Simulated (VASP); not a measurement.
The system is GaAs.

```xyz
2
Lattice="0.0000 2.8751 2.8751 2.8751 0.0000 2.8751 2.8751 2.8751 0.0000" Properties=species:S:1:pos:R:3 pbc="T T T"
Ga    0.0000    0.0000    0.0000
As    4.3126    4.3126    4.3126
```

The cell is a database's computed one.

* Program: VASP 6.6.1
* Task: relaxation of cell and atoms
* Functional: r2SCAN
* Potentials or basis: VASP PAW PBE potentials, release 64 (Ga_d, As)
* Cutoff: 600 eV
* k mesh: 8 × 8 × 8
* Occupations: gaussian, width 0.02 eV
* Spin: no spin polarisation

At the start: pressure -2.8 GPa; volume 23.77 Å³/atom.

Q: Where does the relaxation end?

A: Over 7 steps the energy falls by 9.4 meV/atom and the volume is 22.77 Å³/atom (-4.2 %); space group F-43m (No. 216, to 0.05 Å).

The path:
| step | energy change (eV) | largest force (eV/Å) | pressure (GPa) | volume (Å³) |
| --- | --- | --- | --- | --- |
| 1 | 0.0000 | 0.0000 | -2.84 | 47.53 |
| 2 | -0.0154 | 0.0000 | 1.37 | 44.70 |
| 3 | -0.0188 | 0.0000 | -0.04 | 45.50 |
| 4 | -0.0188 | 0.0000 | 0.13 | 45.46 |
| 5 | -0.0188 | 0.0000 | -0.13 | 45.58 |
| 6 | -0.0188 | 0.0000 | 0.07 | 45.51 |
| 7 | -0.0188 | 0.0000 | 0.01 | 45.53 |

Final structure:
```xyz
2
Lattice="0.0000 2.8342 2.8342 2.8342 0.0000 2.8342 2.8342 2.8342 0.0000" Properties=species:S:1:pos:R:3 pbc="T T T"
Ga    0.0000    0.0000    0.0000
As    4.2513    4.2513    4.2513
```

Caveat: the PAW data sets were made with another functional, which shifts forces and pressure a little.
